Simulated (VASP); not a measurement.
Shape and ions are relaxed at each volume.

Energy against volume of MgH₂ (rutile). These are RPBE GGA, VASP's PBE PAW potentials (set 64) (plane waves; VASP) values and carry that method's errors.

```tsv
V (Å³/atom)	E (eV/atom)
9.887	-2.89240
10.202	-2.89718
10.518	-2.89883
10.833	-2.89778
11.149	-2.89436
```

**Question.** Fit a third-order Birch-Murnaghan equation of state.

**Answer.** 
The volume per atom is 10.55 Å³/atom, the bulk modulus comes out as 45.4 GPa and the pressure derivative of the bulk modulus comes out as 3.58.

The compound is MgH2 in the rutile structure. It was relaxed first.
